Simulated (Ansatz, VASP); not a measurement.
# HPbNO4 in VASP and in Ansatz

The input INCAR:

```
SYSTEM = HPbNO4
PREC     = Accurate       ! precision mode
ENCUT    = 520            ! plane-wave cutoff, eV
EDIFF    = 1E-6           ! SCF threshold, eV
ISMEAR   = -1             ! smearing method
SIGMA    = 0.05           ! smearing width, eV
LREAL    = .False.        ! projectors in reciprocal space
LASPH    = .True.         ! aspherical terms in the spheres
NELM     = 100            ! most SCF steps
ALGO     = Normal         ! electronic algorithm
ISIF     = 2              ! what is computed and relaxed
LWAVE    = .False.        ! write WAVECAR
LCHARG   = .False.        ! write CHGCAR
GGA      = PE             ! functional
LOPTICS  = .True.         ! frequency-dependent dielectric function
NBANDS   = 70             ! bands
NEDOS    = 1000           ! points of the DOS
CSHIFT   = 0.1          
KPAR     = 4
```

File KPOINTS:

```
Automatic mesh
0
Gamma
  7 6 5
  0 0 0
```

File POSCAR:

```
HPbNO4
1.0
    3.8570700000      0.0017800000     -0.0365800000
    0.1735300000      4.3343600000     -0.0164700000
    0.7580300000      0.8387300000      5.8766200000
H Pb N O
1 1 1 4
Direct
    0.6151100000      0.8955900000      0.1984400000
    0.6459700000      0.4465100000      0.9168500000
    0.7147400000      0.2381000000      0.5005800000
    0.1695800000      0.4700700000      0.7776800000
    0.6291900000      0.9704500000      0.4984500000
    0.5642400000      0.9258300000      0.0384900000
    0.7802200000      0.4225000000      0.3195100000
```

File input.yaml:

```yaml
crystal:
  lattice:
    - [3.85707, 0.00178, -0.03658]
    - [0.17353, 4.33436, -0.01647]
    - [0.75803, 0.83873, 5.87662]
  atoms:
    - { symbol: H, position: [0.61511, 0.89559, 0.19844] }
    - { symbol: Pb, position: [0.64597, 0.44651, 0.91685] }
    - { symbol: "N", position: [0.71474, 0.2381, 0.50058] }
    - { symbol: O, position: [0.16958, 0.47007, 0.77768] }
    - { symbol: O, position: [0.62919, 0.97045, 0.49845] }
    - { symbol: O, position: [0.56424, 0.92583, 0.03849] }
    - { symbol: O, position: [0.78022, 0.4225, 0.31951] }
hamiltonian:
  xc: pbe
  pseudopotentials: { kind: paw }
kpoints:
  mp_grid: { grid: [7, 6, 5] }
scf:
  occupations: { method: fermi_dirac, width: 0.05 }
output:
  forces: true
  stress: true
  eigenvalues: true
```

The cell was built by a generator and needn't be a form met in nature.

Alike in both runs: functional PBE; k mesh 7 × 6 × 5; occupations fermi-dirac, width 0.05 eV; no spin polarisation.

```csv
,VASP,Ansatz
version,VASP 6.6.1,Ansatz 0.2.0
potentials or method,"VASP PAW PBE potentials, release 64 (H, Pb_d, N, O)",Ansatz PAW
plane-wave cutoff (eV),520,420
valence electrons in the cell,44,44
task,optical spectrum,single point
```

|  | VASP | Ansatz | Ansatz less VASP |
| --- | --- | --- | --- |
| gap on the k mesh at the Fermi level (eV) | 0.36 | 0.36 | -0.005 |
| least direct gap on the mesh (eV) | 0.59 | 0.59 | 0.000 |
| pressure (GPa) | 0.6 | 0.0 | -0.62 |
| largest component of the traceless stress (GPa) | 0.59 | 0.02 | -0.564 |
| rms of the force components (eV/Å) | 0.197 | 0.003 | -0.1943 |

Atom by atom the forces differ by 0.199 eV/Å (rms over components). One of these differences is far larger than is usual between the two programs; its cause wasn't traced. With one functional, cell and mesh, what is left measures potentials, basis and numerics.

Caveats: spin-orbit coupling is left out, which as a rule narrows the gap of such compounds by several tenths of an eV; the standard files for N, O and F lose accuracy on very short bonds (VASP); spectra need much finer meshes, so this one isn't converged (VASP); independent-particle spectra lack excitons (VASP); an odd mesh through Γ misses points on the zone boundary, where band edges often lie (VASP); odd divisions of the mesh miss points on the zone boundary, where band edges often lie, so the gap on the mesh can be too wide (Ansatz); the pressure holds a Pulay correction of +0.6 GPa for the finite cutoff (Ansatz). As with any semilocal functional, this PBE gap is likely too small.
